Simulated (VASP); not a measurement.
Output of a VASP run:

OUTCAR:
```
 ion  position               nearest neighbor table
   1  0.000  0.000  0.000-   3 2.14   6 2.14   5 2.17   4 2.17   4 2.17   5 2.17
   2  0.500  0.500  0.500-   4 2.14   5 2.14   3 2.17   6 2.17   3 2.17   6 2.17
   3  0.304  0.304  0.000-   1 2.14   2 2.17   2 2.17
   4  0.804  0.196  0.500-   2 2.14   1 2.17   1 2.17
   5  0.196  0.804  0.500-   2 2.14   1 2.17   1 2.17
   6  0.696  0.696  0.000-   1 2.14   2 2.17   2 2.17
  LATTYP: Found a simple tetragonal cell.
 ALAT       =     4.9738352685
 C/A-ratio  =     0.6743386938
 Subroutine PRICEL returns:
 Original cell was already a primitive cell.
 Subroutine GETGRP returns: Found 16 space group operations
The static configuration has the point symmetry D_2h.
 The point group associated with its full space group is D_4h.
The dynamic configuration has the point symmetry D_2h.
The overall configuration has the point symmetry D_2h.
 Subroutine INISYM returns: Found 16 space group operations
 Subroutine IBZKPT returns following result:
 Found     24 irreducible k-points:

 Following reciprocal coordinates:
            Coordinates               Weight
  0.000000  0.000000  0.000000      1.000000
  0.200000  0.000000  0.000000      4.000000
  0.400000  0.000000  0.000000      4.000000
  0.200000  0.200000  0.000000      4.000000
  0.400000  0.200000  0.000000      8.000000
  0.400000  0.400000  0.000000      4.000000
  0.000000  0.000000  0.142857      2.000000
  0.200000  0.000000  0.142857      8.000000
  0.400000  0.000000  0.142857      8.000000
  0.200000  0.200000  0.142857      8.000000
  0.400000  0.200000  0.142857     16.000000
  0.400000  0.400000  0.142857      8.000000
  0.000000  0.000000  0.285714      2.000000
  0.200000  0.000000  0.285714      8.000000
  0.400000  0.000000  0.285714      8.000000
  0.200000  0.200000  0.285714      8.000000
  0.400000  0.200000  0.285714     16.000000
  0.400000  0.400000  0.285714      8.000000
  0.000000  0.000000  0.428571      2.000000
  0.200000  0.000000  0.428571      8.000000
  0.400000  0.000000  0.428571      8.000000
  0.200000  0.200000  0.428571      8.000000
  0.400000  0.200000  0.428571     16.000000
  0.400000  0.400000  0.428571      8.000000
   k-points           NKPTS =     24   k-points in BZ     NKDIM =     24   number of bands    NBANDS=     32
   number of dos      NEDOS =    301   number of ions     NIONS =      6
   total plane-waves  NPLWV =  44800
   dimension x,y,z NGX =    40 NGY =   40 NGZ =   28
   dimension x,y,z NGXF=    80 NGYF=   80 NGZF=   56
   ions per type =               2   4
   PREC   = accura    normal or accurate (medium, high low for compatibility)
   ISTART =      0    job   : 0-new  1-cont  2-samecut
   ICHARG =      2    charge: 1-file 2-atom 10-const
   ISPIN  =      2    spin polarized calculation?
   LNONCOLLINEAR =      F non collinear calculations
   LSORBIT =      F    spin-orbit coupling
   INIWAV =      1    electr: 0-lowe 1-rand  2-diag
   ENCUT  =  520.0 eV  38.22 Ry    6.18 a.u.   9.25  9.25  6.24*2*pi/ulx,y,z
   NELM   =    100;   NELMIN=  2; NELMDL= -5     # of ELM steps
   EDIFF  = 0.1E-06   stopping-criterion for ELM
   LREAL  =      F    real-space projection
   NLSPLINE    = F    spline interpolate recip. space projectors
   LMAXMIX     =    4 max onsite mixed and CHGCAR
   VOSKOWN=      0    Vosko Wilk Nusair interpolation
   EDIFFG = -.1E-01   stopping-criterion for IOM
   NSW    =     30    number of steps for IOM
   NBLOCK =      1;   KBLOCK =     30    inner block; outer block
   IBRION =      2    ionic relax: 0-MD 1-quasi-New 2-CG
   NFREE  =      1    steps in history (QN), initial steepest desc. (CG)
   ISIF   =      4    stress and relaxation
   ISYM   =      2    0-nonsym 1-usesym 2-fastsym
   TEIN   =    0.0    initial temperature
   TEBEG  =    0.0;   TEEND  =   0.0 temperature during run
   SMASS  =  -3.00    Nose mass-parameter (am)
   PSTRESS=    0.0 pullay stress
   NELECT =      54.0000    total number of electrons
   EFERMI =   0.00;   METHOD = LEGACY
...
```

### OSZICAR
```
       N       E                     dE             d eps       ncg     rms          rms(c)
DAV:   1     0.698979031316E+03    0.69898E+03   -0.31543E+04  3128   0.189E+03
DAV:   2     0.329256720582E+02   -0.66605E+03   -0.64393E+03  3392   0.539E+02
DAV:   3    -0.410436047574E+02   -0.73969E+02   -0.73029E+02  3600   0.183E+02
DAV:   4    -0.431660386788E+02   -0.21224E+01   -0.20951E+01  3592   0.302E+01
DAV:   5    -0.432078177742E+02   -0.41779E-01   -0.41762E-01  3376   0.455E+00    0.193E+01
DAV:   6    -0.389967141807E+02    0.42111E+01   -0.28262E+01  3664   0.378E+01    0.143E+01
DAV:   7    -0.391398559348E+02   -0.14314E+00   -0.19865E+00  3296   0.104E+01    0.974E+00
DAV:   8    -0.390019951008E+02    0.13786E+00   -0.42626E-01  3304   0.572E+00    0.353E+00
DAV:   9    -0.391360523584E+02   -0.13406E+00   -0.90986E-02  3696   0.325E+00    0.827E-01
DAV:  10    -0.391404946949E+02   -0.44423E-02   -0.21340E-02  3224   0.938E-01    0.163E-01
DAV:  11    -0.391409008006E+02   -0.40611E-03   -0.79504E-04  3504   0.260E-01    0.663E-02
DAV:  12    -0.391411493386E+02   -0.24854E-03   -0.11609E-04  3432   0.804E-02    0.424E-02
DAV:  13    -0.391412093463E+02   -0.60008E-04   -0.54095E-05  3376   0.502E-02    0.185E-02
DAV:  14    -0.391412208958E+02   -0.11549E-04   -0.18522E-05  3600   0.319E-02    0.471E-03
DAV:  15    -0.391412213361E+02   -0.44034E-06   -0.90262E-07  2904   0.767E-03    0.223E-03
DAV:  16    -0.391412216967E+02   -0.36053E-06   -0.29190E-07  2904   0.348E-03    0.101E-03
DAV:  17    -0.391412217171E+02   -0.20447E-07   -0.13846E-08  1800   0.932E-04
   1 F= -.39141222E+02 E0= -.39141222E+02  d E =-.391412E+02  mag=     0.0000
       N       E                     dE             d eps       ncg     rms          rms(c)
DAV:   1    -0.391433802093E+02   -0.21585E-02   -0.16395E-01  3072   0.314E+00    0.338E-01
DAV:   2    -0.391424168951E+02    0.96331E-03   -0.37908E-03  3544   0.500E-01    0.202E-01
DAV:   3    -0.391419448217E+02    0.47207E-03   -0.48012E-04  3976   0.180E-01    0.110E-01
DAV:   4    -0.391418906378E+02    0.54184E-04   -0.14594E-04  3616   0.854E-02    0.321E-02
DAV:   5    -0.391418919060E+02   -0.12682E-05   -0.95732E-06  3160   0.214E-02    0.198E-02
DAV:   6    -0.391418923745E+02   -0.46853E-06   -0.10990E-06  3904   0.807E-03    0.804E-03
DAV:   7    -0.391418925521E+02   -0.17755E-06   -0.22687E-07  2792   0.346E-03    0.131E-03
DAV:   8    -0.391418925755E+02   -0.23479E-07   -0.22770E-08  1688   0.127E-03
   2 F= -.39141893E+02 E0= -.39141893E+02  d E =-.670858E-03  mag=     0.0000
       N       E                     dE             d eps       ncg     rms          rms(c)
DAV:   1    -0.391505623338E+02   -0.86698E-02   -0.88570E-01  3072   0.730E+00    0.786E-01
DAV:   2    -0.391453592603E+02    0.52031E-02   -0.20457E-02  3528   0.116E+00    0.472E-01
DAV:   3    -0.391428189817E+02    0.25403E-02   -0.25717E-03  3976   0.419E-01    0.258E-01
DAV:   4    -0.391425180059E+02    0.30098E-03   -0.79439E-04  3616   0.199E-01    0.744E-02
DAV:   5    -0.391425249800E+02   -0.69741E-05   -0.52541E-05  3152   0.500E-02    0.458E-02
DAV:   6    -0.391425274434E+02   -0.24634E-05   -0.60129E-06  3920   0.187E-02    0.186E-02
DAV:   7    -0.391425283473E+02   -0.90398E-06   -0.12653E-06  3568   0.803E-03    0.310E-03
DAV:   8    -0.391425284602E+02   -0.11290E-06   -0.86258E-08  2136   0.236E-03    0.121E-03
DAV:   9    -0.391425285008E+02   -0.40574E-07   -0.35494E-08  1712   0.156E-03
   3 F= -.39142529E+02 E0= -.39142529E+02  d E =-.130678E-02  mag=     0.0000
```

### OUTCAR
```
------------------------ aborting loop because EDIFF is reached ----------------------------------------
  FORCE on cell =-STRESS in cart. coord.  units (eV):
  Direction    XX          YY          ZZ          XY          YZ          ZX
  --------------------------------------------------------------------------------------
  Total       -1.2578722     -1.2578722     -1.2578247      0.0000000      0.0000000      0.0000000
  in kB      -24.2881720    -24.2881720    -24.2872550      0.0000000      0.0000000      0.0000000
  external PRESSURE =     -24.2878663 kB  Pullay stress =       0.0000000 kB
  volume of cell :       82.98
      direct lattice vectors                 reciprocal lattice vectors
     4.989378189  0.000000000  0.000000000     0.200425777  0.000000000  0.000000000
    -0.000000000  4.989378189  0.000000000     0.000000000  0.200425777  0.000000000
     0.000000000  0.000000000  3.333185045     0.000000000  0.000000000  0.300013347
 POSITION                                       TOTAL-FORCE (eV/Angst)
 -----------------------------------------------------------------------------------
      0.00000      0.00000      0.00000        -0.000000      0.000000      0.000000
      2.49469      2.49469      1.66659        -0.000000      0.000000      0.000000
      1.51755      1.51755      0.00000        -0.000637     -0.000637     -0.000000
      4.01224      0.97714      1.66659        -0.000637      0.000637      0.000000
      0.97714      4.01224      1.66659         0.000637     -0.000637     -0.000000
      3.47183      3.47183      0.00000         0.000637      0.000637      0.000000
 -----------------------------------------------------------------------------------
    total drift:                                0.000000      0.000000     -0.000000
  FREE ENERGIE OF THE ION-ELECTRON SYSTEM (eV)
  ---------------------------------------------------
  free  energy   TOTEN  =       -39.1425285008 eV

  energy  without entropy=      -39.1425285008  energy(sigma->0) =      -39.14252850

 total charge

# of ion       s       p       d       tot
------------------------------------------
    1        0.152   6.129   4.942  11.223
    2        0.152   6.129   4.942  11.223
    3        1.731   4.353   0.000   6.084
    4        1.731   4.353   0.000   6.084
    5        1.731   4.353   0.000   6.084
    6        1.731   4.353   0.000   6.084
--------------------------------------------------
tot          7.229  29.670   9.883  46.783

 magnetization (x)

# of ion       s       p       d       tot
------------------------------------------
    1        0.015   0.014   4.511   4.540
    2       -0.015  -0.014  -4.511  -4.540
    3       -0.002  -0.025   0.000  -0.027
    4        0.002   0.025   0.000   0.027
    5        0.002   0.025   0.000   0.027
    6       -0.002  -0.025   0.000  -0.027
--------------------------------------------------
tot          0.000   0.000  -0.000  -0.000

 reached required accuracy - stopping structural energy minimisation
```
(Selected blocks of OUTCAR.)

**POSCAR**
```
MnF2
1
    4.9738352685     0.0000000000     0.0000000000
    0.0000000000     4.9738352685     0.0000000000
    0.0000000000     0.0000000000     3.3540495780
Mn F
2 4
Direct
  0.0000000000   0.0000000000   0.0000000000
  0.5000000000   0.5000000000   0.5000000000
  0.3035581213   0.3035581213   0.0000000000
  0.8035581213   0.1964418787   0.5000000000
  0.1964418787   0.8035581213   0.5000000000
  0.6964418787   0.6964418787   0.0000000000
```

Question: Reconstruct the remaining input files.

Answer: One answer among several that fit: the input of the run itself, PW91 GGA, plane waves, VASP's PBE PAW potentials (set 64).

### KPOINTS
```
Automatic mesh
0
Gamma
5 5 7
0 0 0
```

### INCAR
```
! general
SYSTEM  = MnF2
PREC    = Accurate
ENCUT   = 520
LREAL   = .FALSE.
LASPH   = .TRUE.

! electronic loop
EDIFF   = 1E-7
NELM    = 100
ALGO    = Normal
LMAXMIX = 4

! smearing
ISMEAR  = 0
SIGMA   = 0.05

! functional
GGA     = 91

! spin
ISPIN   = 2
MAGMOM  = 4.5 -4.5 -0.0 0.0 0.0 -0.0

! ions
IBRION  = 2
NSW     = 30
ISIF    = 4
EDIFFG  = -0.01

! output
LWAVE   = .FALSE.
LCHARG  = .FALSE.
LORBIT  = 10
```

POTCAR, in this order: Mn_pv F (PBE.64 set). Program: vasp_std.

The compound is MnF2 in the rutile structure. This cell is one point of a volume scan, at 1.03 of the reference volume. Symmetry was kept, so distortions that lower it aren't found.
